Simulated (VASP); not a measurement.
Consider the following.

```
CELL_PARAMETERS angstrom
      0.00000     3.74782     3.74782
      3.74782     0.00000     3.74782
      3.74782     3.74782     0.00000
ATOMIC_POSITIONS crystal
  K  0.25000 0.25000 0.25000
  K  0.75000 0.75000 0.75000
  S  0.00000 0.00000 0.00000
```

Calculation: vdW-DF2, VASP's PBE PAW potentials (set 64) (plane waves; VASP). Settings: 520 eV cut-off, 5×5×5 Γ-centred mesh, Gaussian smearing of 0.050 eV, potentials K_sv S.

Question: Estimate the energy per atom (σ→0).

Answer: 
```json
{
 "energy per atom (σ→0)": "-1.364 eV/atom"
}
```

The compound is K2S in the antifluorite structure. It was relaxed first.
